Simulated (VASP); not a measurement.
Here is the system:

```xyz
2
Lattice="0.0000 2.7592 2.7592 2.7592 0.0000 2.7592 2.7592 2.7592 0.0000" Properties=species:S:1:pos:R:3 pbc="T T T"
Zn     0.0000     0.0000     0.0000
Se     1.3796     1.3796     1.3796
```

Method: PBEsol GGA, VASP's PBE PAW potentials (set 64) (plane waves; VASP). Settings: 500 eV cut-off, 8×8×8 Γ-centred mesh, Gaussian smearing of 0.050 eV, potentials Zn Se.

Task: Estimate the energy per atom (σ→0), pressure, band gap (on the k-mesh) with the smallest direct gap where there is one.

Result: 
band gap (on the k-mesh): 1.50 eV
smallest direct gap (on the k-mesh): 1.50 eV
energy per atom (σ→0): -3.366 eV/atom
pressure: 4.97 GPa

Only differences to runs with the same potentials and settings are physical.

The compound is ZnSe in the zinc blende structure. It was relaxed first under an external pressure of 5 GPa.
